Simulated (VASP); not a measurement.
All values below come from PBE GGA, VASP's PBE PAW potentials (set 64) (plane waves; VASP).

VASP ran on this input.

**INCAR**
```
ALGO = Normal
EDIFF = 1E-6
ENCUT = 300
GGA = PE
ISIF = 2
ISMEAR = 0
LASPH = .TRUE.
LCHARG = .FALSE.
LMAXMIX = 4
LREAL = .FALSE.
LWAVE = .FALSE.
NELM = 100
PREC = Accurate
SIGMA = 0.2
SYSTEM = Ti
```

KPOINTS:
```
Automatic mesh
0
Gamma
9 9 3
0 0 0
```

File POSCAR:
```
Ti
1
    2.8635460000     0.0000000000     0.0000000000
   -1.4317730000     2.4799050000     0.0000000000
    0.0000000000     0.0000000000     9.2134800000
Ti
4
Direct
  0.0000000000   0.0000000000   0.0000000000
  0.0000000000   0.0000000000   0.5000000000
  0.3333330000   0.6666670000   0.2500000000
  0.6666670000   0.3333330000   0.7500000000
```

POTCAR, in this order: Ti_sv (PBE.64 set). Program: vasp_std.

What VASP printed:

File OUTCAR:
```
 ion  position               nearest neighbor table
   1  0.000  0.000  0.000-   3 2.84   4 2.84   4 2.84   3 2.84   4 2.84   3 2.84
   2  0.000  0.000  0.500-   3 2.84   4 2.84   4 2.84   3 2.84   4 2.84   3 2.84
   3  0.333  0.667  0.250-   1 2.84   2 2.84   1 2.84   2 2.84   1 2.84   2 2.84
   4  0.667  0.333  0.750-   1 2.84   2 2.84   1 2.84   2 2.84   1 2.84   2 2.84
  LATTYP: Found a hexagonal cell.
 ALAT       =     2.8635460000
 C/A-ratio  =     3.2175072445
 Subroutine PRICEL returns:
 Original cell was already a primitive cell.
 Subroutine GETGRP returns: Found 24 space group operations
The static configuration has the point symmetry D_3d.
 The point group associated with its full space group is D_6h.
The dynamic configuration has the point symmetry D_3d.
 Subroutine INISYM returns: Found 24 space group operations
 Subroutine IBZKPT returns following result:
 Found     24 irreducible k-points:

 Following reciprocal coordinates:
            Coordinates               Weight
  0.000000  0.000000  0.000000      1.000000
  0.111111  0.000000  0.000000      6.000000
  0.222222  0.000000  0.000000      6.000000
  0.333333  0.000000  0.000000      6.000000
  0.444444  0.000000  0.000000      6.000000
  0.111111  0.111111  0.000000      6.000000
  0.222222  0.111111  0.000000     12.000000
  0.333333  0.111111  0.000000     12.000000
  0.444444  0.111111  0.000000      6.000000
  0.222222  0.222222  0.000000      6.000000
  0.333333  0.222222  0.000000     12.000000
  0.333333  0.333333  0.000000      2.000000
  0.000000  0.000000  0.333333      2.000000
  0.111111  0.000000  0.333333     12.000000
  0.222222  0.000000  0.333333     12.000000
  0.333333  0.000000  0.333333     12.000000
  0.444444  0.000000  0.333333     12.000000
  0.111111  0.111111  0.333333     12.000000
  0.222222  0.111111  0.333333     24.000000
  0.333333  0.111111  0.333333     24.000000
...
```

OSZICAR:
```
       N       E                     dE             d eps       ncg     rms          rms(c)
DAV:   1     0.496968289480E+03    0.49697E+03   -0.18619E+04  1352   0.157E+03
DAV:   2     0.349759769357E+02   -0.46199E+03   -0.45435E+03  1352   0.512E+02
DAV:   3    -0.284691644167E+02   -0.63445E+02   -0.60842E+02  2264   0.160E+02
DAV:   4    -0.345056753590E+02   -0.60365E+01   -0.59310E+01  1920   0.441E+01
DAV:   5    -0.348174198000E+02   -0.31174E+00   -0.30887E+00  2032   0.923E+00    0.174E+01
DAV:   6    -0.310591287068E+02    0.37583E+01   -0.12684E+01  1632   0.351E+01    0.482E+00
DAV:   7    -0.310641778111E+02   -0.50491E-02   -0.22454E+00  1880   0.136E+01    0.352E+00
DAV:   8    -0.310400220040E+02    0.24156E-01   -0.12269E+00  1760   0.102E+01    0.295E+00
DAV:   9    -0.310362720198E+02    0.37500E-02   -0.60605E-01  1740   0.830E+00    0.991E-01
DAV:  10    -0.310205693634E+02    0.15703E-01   -0.98512E-02  1736   0.349E+00    0.130E-01
DAV:  11    -0.310209733477E+02   -0.40398E-03   -0.81257E-03  1820   0.744E-01    0.652E-02
DAV:  12    -0.310209055492E+02    0.67799E-04   -0.41802E-04  1824   0.273E-01    0.321E-02
DAV:  13    -0.310208620256E+02    0.43524E-04   -0.60396E-05  1828   0.890E-02    0.211E-02
DAV:  14    -0.310208627078E+02   -0.68222E-06   -0.61323E-06  1604   0.207E-02
   1 F= -.31020863E+02 E0= -.30956158E+02  d E =-.129410E+00
```

File OUTCAR:
```
------------------------ aborting loop because EDIFF is reached ----------------------------------------
  FORCE on cell =-STRESS in cart. coord.  units (eV):
  Direction    XX          YY          ZZ          XY          YZ          ZX
  --------------------------------------------------------------------------------------
  Total        3.3657295      3.3657334      3.0269787      0.0000000     -0.0000000     -0.0000000
  in kB       82.4189140     82.4190083     74.1236922      0.0000000     -0.0000000     -0.0000000
  external PRESSURE =      79.6538715 kB  Pullay stress =       0.0000000 kB
  volume of cell :       65.43
      direct lattice vectors                 reciprocal lattice vectors
     2.863546000  0.000000000  0.000000000     0.349217369  0.201620627  0.000000000
    -1.431773000  2.479905000  0.000000000     0.000000000  0.403241253  0.000000000
     0.000000000  0.000000000  9.213480000     0.000000000  0.000000000  0.108536622
 POSITION                                       TOTAL-FORCE (eV/Angst)
 -----------------------------------------------------------------------------------
      0.00000      0.00000      0.00000        -0.000000      0.000000     -0.000000
      0.00000      0.00000      4.60674        -0.000000      0.000000     -0.000000
     -0.00000      1.65327      2.30337         0.000000     -0.000000     -0.000000
      1.43177      0.82663      6.91011        -0.000000     -0.000000      0.000000
 -----------------------------------------------------------------------------------
    total drift:                                0.000000     -0.000000      0.000000
  FREE ENERGIE OF THE ION-ELECTRON SYSTEM (eV)
  ---------------------------------------------------
  free  energy   TOTEN  =       -31.0208627078 eV

  energy  without entropy=      -30.8914523280  energy(sigma->0) =      -30.95615752
```
(Selected blocks of OUTCAR.)

At this cut-off the stress carries a Pulay error, which pulls relaxed volumes low.

The structure was generated: Ti was put into an ordered model structure, which need not be its known phase. The cell was not relaxed at this level, and its volume differs by -5.9 % from the start's. VASP warned that the highest band is occupied, so more bands are needed.
